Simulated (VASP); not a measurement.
# Ga2SnO (I4/mcm) in VASP: further runs

One crystal, Ga2SnO, is run at these levels: PBE; tasks: relaxation of cell and atoms.

Everything below comes from runs of VASP 6.6.1. Logs are shortened: lines on timing, memory, paths and dates and some standing lists are left out, and cuts for length are marked.

## Step 1: The structure

Symmetry: I4/mcm, No. 140, tetragonal system. Conventional cell: a = 7.154 Å, b = 7.154 Å, c = 5.906 Å, α = 90.00°, β = 90.00°, γ = 90.00°. Ga (site symmetry m2m) has 2 O at 2.13 Å as nearest neighbours. Sn (site symmetry 422) has 2 Sn at 2.95 Å and 8 Ga at 3.09 Å as nearest neighbours. Around O (site symmetry -42m) lie 4 Ga at 2.13 Å.

The cell was built by a generator and needn't be a form met in nature.

## Step 2: Relaxation of cell and atoms, PBE

The input, INCAR:

```
SYSTEM = Ga2SnO
PREC = Accurate
ENCUT = 520
EDIFF = 1E-6
ISMEAR = 0
SIGMA = 0.1
LREAL = .False.
LASPH = .True.
NELM = 120
ALGO = Normal
ISIF = 3
LWAVE = .False.
LCHARG = .False.
GGA = PE
IBRION = 2
NSW = 90
EDIFFG = -0.01
KPAR = 4
```

The input, KPOINTS:

```
regular mesh
0
Gamma
  6 6 6
  0 0 0
```

The input, POSCAR:

```
Ga2SnO
1.0
   -3.5770000000      3.5770000000      2.9530000000
    3.5770000000     -3.5770000000      2.9530000000
    3.5770000000      3.5770000000     -2.9530000000
Ga Sn O
4 2 2
Direct
    0.1512440600      0.6512440600      0.8024881200
    0.6512440600      0.8487559400      0.5000000000
    0.8487559400      0.3487559400      0.1975118800
    0.3487559400      0.1512440600      0.5000000000
    0.7500000000      0.7500000000      0.0000000000
    0.2500000000      0.2500000000      0.0000000000
    0.2500000000      0.7500000000      0.5000000000
    0.7500000000      0.2500000000      0.5000000000
```

Potentials or basis: VASP PAW PBE potentials, release 64 (Ga_d, Sn_d, O).

Run with:

```sh
cat potpaw_PBE.64/Ga_d/POTCAR potpaw_PBE.64/Sn_d/POTCAR potpaw_PBE.64/O/POTCAR > POTCAR
mpirun -np 4 vasp_std > vasp.out
```

OUTCAR:

```text
SYSTEM = Ga2SnO
   PREC = Accurate
   ENCUT = 520
   EDIFF = 1E-6
   ISMEAR = 0
   LREAL = .False.
   LASPH = .True.
   NELM = 120
   ISIF = 3
   GGA = PE
   IBRION = 2
   NSW = 90
   EDIFFG = -0.01

 ion  position               nearest neighbor table
   1  0.151  0.651  0.802-   7 2.13   8 2.13   5 3.09   6 3.09   5 3.09   6 3.09
   2  0.651  0.849  0.500-   7 2.13   8 2.13   6 3.09   5 3.09   5 3.09   6 3.09
   3  0.849  0.349  0.198-   8 2.13   7 2.13   5 3.09   6 3.09   5 3.09   6 3.09
   4  0.349  0.151  0.500-   7 2.13   8 2.13   5 3.09   6 3.09   6 3.09   5 3.09
   5  0.750  0.750  0.000-   6 2.95   6 2.95   4 3.09   2 3.09   4 3.09   2 3.09   1 3.09   3 3.09
                             3 3.09   1 3.09
   6  0.250  0.250  0.000-   5 2.95   5 2.95   2 3.09   4 3.09   2 3.09   4 3.09   3 3.09   1 3.09
                             1 3.09   3 3.09
   7  0.250  0.750  0.500-   1 2.13   3 2.13   2 2.13   4 2.13
   8  0.750  0.250  0.500-   3 2.13   1 2.13   2 2.13   4 2.13

  LATTYP: Found a body centered tetragonal cell.
 ALAT       =     7.1540000000
 C/A-ratio  =     0.8255521387

  Lattice vectors:

 A1 = (  -3.5770000000,   3.5770000000,   2.9530000000)
 A2 = (   3.5770000000,  -3.5770000000,   2.9530000000)
 A3 = (   3.5770000000,   3.5770000000,  -2.9530000000)

Analysis of symmetry for initial positions (statically):
=====================================================================
 Subroutine PRICEL returns:
 Original cell was already a primitive cell.

 Routine SETGRP: Setting up the symmetry group for a
 body centered tetragonal supercell.

 Subroutine GETGRP returns: Found 16 space group operations
 (whereof  8 operations were pure point group operations)
 out of a pool of 16 trial point group operations.

The static configuration has the point symmetry C_4h.
 The point group associated with its full space group is D_4h.

Analysis of symmetry for dynamics (positions and initial velocities):
=====================================================================
 Subroutine PRICEL returns:
 Original cell was already a primitive cell.

 Routine SETGRP: Setting up the symmetry group for a
 body centered tetragonal supercell.

 Subroutine GETGRP returns: Found 16 space group operations
 (whereof  8 operations were pure point group operations)
 out of a pool of 16 trial point group operations.

The dynamic configuration has the point symmetry C_4h.
 The point group associated with its full space group is D_4h.

 Subroutine INISYM returns: Found 16 space group operations
 (whereof  8 operations are pure point group operations),
 and found     1 'primitive' translations

----------------------------------------------------------------------------------------

                                     Primitive cell

  volume of cell :     151.1337

  direct lattice vectors                    reciprocal lattice vectors
    -3.577000000  3.577000000  2.953000000     0.000000000  0.139781940  0.169319336
     3.577000000 -3.577000000  2.953000000     0.139781940  0.000000000  0.169319336
     3.577000000  3.577000000 -2.953000000     0.139781940  0.139781940  0.000000000

  length of vectors
     5.857479577  5.857479577  5.857479577     0.219563267  0.219563267  0.197681516

  position of ions in fractional coordinates (direct lattice)
     0.151244060  0.651244060  0.802488120
     0.651244060  0.848755940  0.500000000
     0.848755940  0.348755940  0.197511880
     0.348755940  0.151244060  0.500000000
     0.750000000  0.750000000  0.000000000
     0.250000000  0.250000000  0.000000000
     0.250000000  0.750000000  0.500000000
     0.750000000  0.250000000  0.500000000

  ion indices of the primitive-cell ions
   primitive index   ion index
                 1           1
                 2           2
                 3           3
                 4           4
                 5           5
                 6           6
                 7           7
                 8           8

----------------------------------------------------------------------------------------

 KPOINTS: regular mesh

Automatic generation of k-mesh.
 Grid dimensions read from file:
 generate k-points for:    6    6    6

 Generating k-lattice:

  Cartesian coordinates                     Fractional coordinates (reciprocal lattice)
     0.000000000  0.023296990  0.028219889     0.166666667  0.000000000 -0.000000000
     0.023296990  0.000000000  0.028219889     0.000000000  0.166666667 -0.000000000
     0.023296990  0.023296990  0.000000000     0.000000000  0.000000000  0.166666667

  Length of vectors
     0.036593878  0.036593878  0.032946919

  Shift w.r.t. Gamma in fractional coordinates (k-lattice)
     0.000000000  0.000000000  0.000000000

 Subroutine IBZKPT returns following result:
 ===========================================

 Found     30 irreducible k-points:

 Following reciprocal coordinates:
            Coordinates               Weight
  0.000000  0.000000  0.000000      1.000000
  0.166667 -0.000000  0.000000      8.000000
  0.333333  0.000000  0.000000      8.000000
  0.500000  0.000000 -0.000000      4.000000
  0.166667  0.166667  0.000000      8.000000
  0.333333  0.166667  0.000000     16.000000
[... 16 lines left out ...]
 -0.333333 -0.333333  0.166667      8.000000
 -0.166667 -0.333333  0.166667      8.000000
 [... further k-points ...]
   k-points           NKPTS =     30   k-points in BZ     NKDIM =     30   number of bands    NBANDS=     55
   number of dos      NEDOS =    301   number of ions     NIONS =      8
   total plane-waves  NPLWV = 110592
   dimension x,y,z NGX =    48 NGY =   48 NGZ =   48
   dimension x,y,z NGXF=    96 NGYF=   96 NGZF=   96
   ions per type =               4   2   2
   NGX,Y,Z   is equivalent  to a cutoff of  13.62, 13.62, 13.62 a.u.
   NGXF,Y,Z  is equivalent  to a cutoff of  27.25, 27.25, 27.25 a.u.
 SYSTEM =  Ga2SnO
   PREC   = accura    normal or accurate (medium, high low for compatibility)
   ISTART =      0    job   : 0-new  1-cont  2-samecut
   ICHARG =      2    charge: 1-file 2-atom 10-const
   ISPIN  =      1    spin polarized calculation?
   LNONCOLLINEAR =      F non collinear calculations
   LSORBIT =      F    spin-orbit coupling
   LASPH  =      T    aspherical Exc in radial PAW
   ENCUT  =  520.0 eV  38.22 Ry    6.18 a.u.  10.89 10.89 10.89*2*pi/ulx,y,z
   NELM   =    120;   NELMIN=  2; NELMDL= -5     # of ELM steps
   EDIFF  = 0.1E-05   stopping-criterion for ELM
   LREAL  =      F    real-space projection
   EDIFFG = -.1E-01   stopping-criterion for IOM
   NSW    =     90    number of steps for IOM
   IBRION =      2    ionic relax: 0-MD 1-quasi-New 2-CG
   NFREE  =      1    steps in history (QN), initial steepest desc. (CG)
   ISIF   =      3    stress and relaxation
   ISYM   =      2    0-nonsym 1-usesym 2-fastsym
   POTIM  = 0.5000    time-step for ionic-motion
   TEBEG  =    0.0;   TEEND  =   0.0 temperature during run
   PSTRESS=    0.0 pullay stress
   NELECT =      92.0000    total number of electrons
   NUPDOWN=      -1.0000    fix difference up-down
   EMIN   =  10.00;   EMAX   =-10.00  energy-range for DOS
   EFERMI =   0.00;   METHOD = LEGACY
   ISMEAR =     0;   SIGMA  =   0.10  broadening in eV -4-tet -1-fermi 0-gaus
   EFERMI_NEDOS =   21; number of points for ismear=-14 and -15
   IALGO  =     38    algorithm
   IMIX   =      4    mixing-type and parameters
     AMIX     =   0.40;   BMIX     =  1.00
     AMIX_MAG =   1.60;   BMIX_MAG =  1.00
  volume/ion in A,a.u.               =      18.89       127.49
  Fermi-wavevector in a.u.,A,eV,Ry     =   1.387449  2.621898 26.191412  1.925014
  Thomas-Fermi vector in A             =   2.511669
   LORBIT       =      0    0 simple, 1 ext, 2 COOP (PROOUT), +10 PAW based schemes
   GGA     = PE    functional components
   LHFCALC =     F    Hartree Fock is set to
   AEXX    =    0.0000 exact exchange contribution
   IVDW    =     0    specifies the selected vdW correction
   LEPSILON=     F    determine dielectric tensor
   LRPA    =     F    only Hartree local field effects (RPA)
 conjugate gradient relaxation of ions
 non-spin polarized calculation
 Gauss-broadening in eV      SIGMA  =   0.10
  energy-cutoff  :      520.00
  volume of cell :      151.13
 maximum number of plane-waves:      4089
 NGX is ok and might be reduce to    48
   NGX = 21   NGY = 21   NGZ = 21

--------------------------------------- Ionic step        1  -------------------------------------------

 number of electron      92.0000006 magnetization

 Free energy of the ion-electron system (eV)
  ---------------------------------------------------
  ext. energy  EPLUGINS =         0.00000000
  ---------------------------------------------------
  free energy    TOTEN  =       -33.20175597 eV

  energy without entropy =      -33.18793838  energy(sigma->0) =      -33.19484717

------------------------ aborting loop because EDIFF is reached ----------------------------------------

  FORCE on cell =-STRESS in cart. coord.  units (eV):
  Direction    XX          YY          ZZ          XY          YZ          ZX
  --------------------------------------------------------------------------------------
  -------------------------------------------------------------------------------------
  Total        1.5184494      1.5184494     -2.7529164      0.0000000      0.0000000      0.0000000
  in kB       16.0971724     16.0971724    -29.1838295      0.0000000      0.0000000      0.0000000
  external PRESSURE =       1.0035051 kB  Pullay stress =       0.0000000 kB
[... 321 lines left out ...]
  energy  without entropy=      -33.2717355931  energy(sigma->0) =      -33.27832306

--------------------------------------- Ionic step        9  -------------------------------------------

 number of electron      92.0000018 magnetization

 Free energy of the ion-electron system (eV)
  ---------------------------------------------------
  ext. energy  EPLUGINS =         0.00000000
  ---------------------------------------------------
  free energy    TOTEN  =       -33.28490770 eV

  energy without entropy =      -33.27173000  energy(sigma->0) =      -33.27831885

 E-fermi :   5.6945     XC(G=0): -10.3273

 val. band max:        5.6838192414   @ k =  -0.1667   0.3333   0.1667
 cond. band min:       5.6974154689   @ k =  -0.1667   0.1667   0.0000
 fundamental gap:      0.0135962275
 Fermi energy:         5.6945414224

 k-point     1 :       0.0000    0.0000    0.0000
  band No.  band energies     occupation
      1     -16.1328      2.00000
      2     -15.9097      2.00000
      3     -15.9097      2.00000
      4     -15.8037      2.00000
      5     -15.7991      2.00000
      6     -15.7791      2.00000
[... 1381 lines left out ...]
     54      10.2932      0.00000
     55      10.6799      0.00000

 [... further k-points ...]

------------------------ aborting loop because EDIFF is reached ----------------------------------------

  FORCE on cell =-STRESS in cart. coord.  units (eV):
  Direction    XX          YY          ZZ          XY          YZ          ZX
  --------------------------------------------------------------------------------------
  -------------------------------------------------------------------------------------
  Total        0.0229410      0.0229410     -0.0017759      0.0000000      0.0000000      0.0000000
  in kB        0.2361988      0.2361988     -0.0182847      0.0000000      0.0000000      0.0000000
  external PRESSURE =       0.1513710 kB  Pullay stress =       0.0000000 kB
[... 23 lines left out ...]
  FREE ENERGIE OF THE ION-ELECTRON SYSTEM (eV)
  ---------------------------------------------------
  free  energy   TOTEN  =       -33.2849076954 eV

  energy  without entropy=      -33.2717300001  energy(sigma->0) =      -33.27831885

 reached required accuracy - stopping structural energy minimisation
```

Wall time 5.3 min (4 MPI ranks of AMD EPYC 9R45 (Zen 5), shared host); peak memory 0.46 GiB.

Results:

```
Free energy                            : -33.2849 eV
Relaxed volume                         : 19.45 Å³/atom
Relaxed cell                           : a = 5.941 Å, b = 5.941 Å, c = 5.941 Å, α = 103.63°, β = 103.63°, γ = 121.93°
Space group after relaxing (to 0.05 Å) : I4/mcm (No. 140)
Energy gained by relaxing              : 10.4 meV/atom
Ionic steps                            : 9
Pressure after relaxing                : 0.0 GPa
Largest force after relaxing           : 0.008 eV/Å
Band gap on the k mesh                 : none (metal or under the smearing width)
```

Forces on the atoms (eV/Å):
```
Ga   0.006  0.006  0.000
Ga  -0.006  0.006  0.000
Ga  -0.006 -0.006  0.000
Ga   0.006 -0.006  0.000
Sn   0.000  0.000  0.000
Sn   0.000  0.000  0.000
O    0.000  0.000  0.000
O    0.000  0.000  0.000
```

The path:
```tsv
step	energy change (eV)	largest force (eV/Å)	pressure (GPa)	volume (Å³)
1	0.0000	0.1374	0.10	151.13
2	-0.0562	0.0987	0.60	151.36
3	-0.0677	0.0645	1.01	151.47
4	-0.0789	0.1327	-0.01	154.54
5	-0.0791	0.1414	-0.11	154.92
6	-0.0825	0.0550	0.01	155.32
7	-0.0831	0.0201	0.09	155.67
8	-0.0832	0.0036	0.10	155.60
9	-0.0832	0.0079	0.02	155.61
```

Final structure:
```
Ga Sn O
1.0
    -3.67297    3.67297    2.88370
     3.67297   -3.67297    2.88370
     3.67297    3.67297   -2.88370
Ga Sn O
4 2 2
Cartesian
  4.7606 1.0877 0.0000
  2.5853 1.0877 2.8837
  -1.0877 2.5853 2.8837
  1.0877 2.5853 0.0000
  0.0000 0.0000 4.3256
  0.0000 0.0000 1.4419
  3.6730 0.0000 1.4419
  0.0000 3.6730 1.4419
```

Levels at points of the mesh, in eV from the Fermi level:
| k point | band 44 | band 45 | band 46 | band 47 | band 48 | band 49 |
| --- | --- | --- | --- | --- | --- | --- |
| (0.00, 0.00, 0.00) | -2.15 | -2.15 | -1.83 | -1.83 | 0.40 | 0.40 |
| (0.50, 0.00, 0.00) | -2.40 | 0.59 | 0.59 | 0.73 | 0.73 | 2.18 |
| (0.50, 0.50, 0.00) | -1.78 | -1.52 | -0.96 | 0.13 | 1.67 | 2.22 |
| (0.50, 0.50, 0.50) | -2.96 | 0.53 | 0.53 | 1.16 | 1.83 | 1.83 |

(Part 1 of 2 ends here.)
